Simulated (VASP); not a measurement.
Data:

```
CELL_PARAMETERS angstrom
      0.00000     3.39694     3.27833
      3.38823     0.00000     3.27833
      3.38823     3.39694     0.00000
ATOMIC_POSITIONS crystal
  Sr 0.00000 0.00000 0.00000
  Te 0.49602 0.50398 0.50398
```

Computed with PBE GGA, VASP's PBE PAW potentials (set 64) (plane waves; VASP). Run with 525 eV cut-off, 6×6×6 Γ-centred mesh, Gaussian smearing of 0.050 eV, potentials Sr_sv Te.

Q: Give the force on each atom (eV/Å).

A: 
```csv
atom,Fx,Fy,Fz
Sr1,0.054,0.000,0.000
Te2,-0.054,0.000,0.000
```

Q: Give the stress tensor in GPa (positive for a compressed cell).

A: 
```
-0.36   0.00   0.00
 0.00  -0.53   0.00
 0.00   0.00   1.98
```
The pressure is its mean diagonal, 0.36 GPa.

The compound is SrTe in the rock salt structure. The cell was not relaxed at this level, atoms are displaced from their ideal sites. The run is one of a series of settings (ENCUT = 525 against the base run), some of them coarse on purpose.
